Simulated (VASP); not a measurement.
Runs of VASP 6.6.1 on Li4P. It takes space group I4/m (No. 87, tetragonal). Conventional cell: a = 5.683 Å, b = 5.683 Å, c = 3.551 Å, α = 90.00°, β = 90.00°, γ = 90.00°. Li (site symmetry m) is surrounded by 9 Li at 2.50 to 2.56 Å and 3 P at 2.54 Å. P (site symmetry 4/m) is surrounded by 12 Li at 2.54 Å. The cell was built by a generator and needn't be a form met in nature.

```tsv
task	level	potentials or basis	cell	cutoff (eV)	smearing	gap on the mesh (eV)	pressure (GPa)	relaxed volume (Å³/atom)	largest force (eV/Å)
single point	PBE	VASP PAW PBE potentials, release 64 (Li_sv, P)	as given	520	fermi-dirac 0.05 eV	none	-	-	0.89
relaxation of cell and atoms	RPBE	VASP PAW PBE potentials, release 64 (Li_sv, P)	relaxed	600	gaussian 0.05 eV	none	0.0	14.59	-
relaxation of cell and atoms	PBE	VASP PAW PBE potentials, release 64 (Li_sv, P)	relaxed	600	gaussian 0.05 eV	none	0.1	14.06	0.01
electron localisation function	TPSS+D3	VASP PAW PBE potentials, release 64 (Li, P)	as given	500	tetrahedron	none	(b)	-	(a)
```

Alike in all rows: no spin polarisation; k mesh 9 × 9 × 9.

Question: Estimate the missing entries.

Answer: (a) 0.90; (b) 6.2.

Caveats: the cutoff is under 1.25 times the usual one of these potentials, so pressure, stress and relaxed cells hold a basis-set (Pulay) error (some runs); the volume moved by over 15 % at a fixed basis, so the end points are rough (some runs); the PAW data sets were made with another functional, which shifts forces and pressure a little (some runs); pairwise dispersion overbinds metals, which lowers pressure and volume (some runs); tetrahedron occupations give inexact forces and stress in metals (some runs).

A gap of «none» marks a metal or a gap under the smearing width.

The runs don't all hold the same shells in valence.
